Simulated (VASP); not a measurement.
Computed with PBE GGA with D4 dispersion, VASP's PBE PAW potentials (set 64) (plane waves; VASP).

The input files of a VASP run:

### INCAR
```
ISIF = 2   # forces and stress, cell fixed
SIGMA = 0.1   # width (eV)
LREAL = F   # projection in real space or not
LCHARG = F
NELM = 100   # most electronic steps
LMAXMIX = 6
IVDW = 13
EDIFF = 1E-7
ISMEAR = 1   # Methfessel-Paxton
PREC = Accurate
ALGO = Normal
SYSTEM = HfN
GGA = PE
LASPH = T
LWAVE = F
ENCUT = 520   # plane-wave cut-off (eV)
```

### POSCAR
```
HfN
1
    0.0000000000     2.2541361483     2.2541361483
    2.2541361483     0.0000000000     2.2541361483
    2.2541361483     2.2541361483     0.0000000000
Hf N
1 1
Direct
  0.0000000000   0.0000000000   0.0000000000
  0.5000000000   0.5000000000   0.5000000000
```

**KPOINTS**
```
Automatic mesh
0
Gamma
14 14 14
0 0 0
```

POTCAR, in this order: Hf_pv N (PBE.64 set). Program: vasp_std.

The run wrote:

File OSZICAR:
```
       N       E                     dE             d eps       ncg     rms          rms(c)
DAV:   1     0.392808536409E+02    0.39281E+02   -0.81808E+03  2296   0.128E+03
DAV:   2    -0.224965143889E+02   -0.61777E+02   -0.58153E+02  3008   0.256E+02
DAV:   3    -0.247325097218E+02   -0.22360E+01   -0.22109E+01  2956   0.420E+01
DAV:   4    -0.247529719430E+02   -0.20462E-01   -0.20405E-01  2737   0.393E+00
DAV:   5    -0.247533426096E+02   -0.37067E-03   -0.37046E-03  2945   0.368E-01    0.499E+01
DAV:   6    -0.218267642926E+02    0.29266E+01   -0.15516E+01  2667   0.282E+01    0.416E+01
DAV:   7    -0.217694742689E+02    0.57290E-01   -0.67875E-01  2597   0.758E+00    0.265E+01
DAV:   8    -0.217581169855E+02    0.11357E-01   -0.12862E-01  2665   0.334E+00    0.614E+00
DAV:   9    -0.217477513018E+02    0.10366E-01   -0.60121E-02  2674   0.170E+00    0.155E+00
DAV:  10    -0.217473202076E+02    0.43109E-03   -0.22362E-03  2695   0.439E-01    0.339E-01
DAV:  11    -0.217473267675E+02   -0.65599E-05   -0.22547E-04  2853   0.135E-01    0.580E-02
DAV:  12    -0.217473230651E+02    0.37024E-05   -0.13749E-05  2749   0.354E-02    0.363E-02
DAV:  13    -0.217473227629E+02    0.30216E-06   -0.62029E-07  2713   0.840E-03    0.124E-03
DAV:  14    -0.217473227747E+02   -0.11768E-07   -0.13189E-08  1408   0.101E-03
   1 F= -.22316047E+02 E0= -.22315879E+02  d E =-.503706E-03
```

**OUTCAR**
```
------------------------ aborting loop because EDIFF is reached ----------------------------------------
  Edisp (eV):   -0.56872
  FORCE on cell =-STRESS in cart. coord.  units (eV):
  Direction    XX          YY          ZZ          XY          YZ          ZX
  --------------------------------------------------------------------------------------
  Total       0.00413     0.00413     0.00413     0.00000     0.00000    -0.00000
  in kB       0.28885     0.28885     0.28885     0.00000     0.00000    -0.00000
  external pressure =        0.29 kB  Pullay stress =        0.00 kB
  volume of cell :       22.91
      direct lattice vectors                 reciprocal lattice vectors
     0.000000000  2.254136148  2.254136148    -0.221814463  0.221814463  0.221814463
     2.254136148  0.000000000  2.254136148     0.221814463 -0.221814463  0.221814463
     2.254136148  2.254136148  0.000000000     0.221814463  0.221814463 -0.221814463
 POSITION                                       TOTAL-FORCE (eV/Angst)
 -----------------------------------------------------------------------------------
      0.00000      0.00000      0.00000         0.000000      0.000000      0.000000
      2.25414      2.25414      2.25414        -0.000000     -0.000000     -0.000000
 -----------------------------------------------------------------------------------
    total drift:                                0.000000     -0.000000     -0.000000
  FREE ENERGIE OF THE ION-ELECTRON SYSTEM (eV)
  ---------------------------------------------------
  free  energy   TOTEN  =       -22.3160471716 eV

  energy  without entropy=      -22.3155434653  energy(sigma->0) =      -22.31587927
```
(Selected blocks of OUTCAR.)

The compound is HfN in the rock salt structure. It was relaxed first. The electron count is odd and the run is not spin-polarised, which forces a metal.
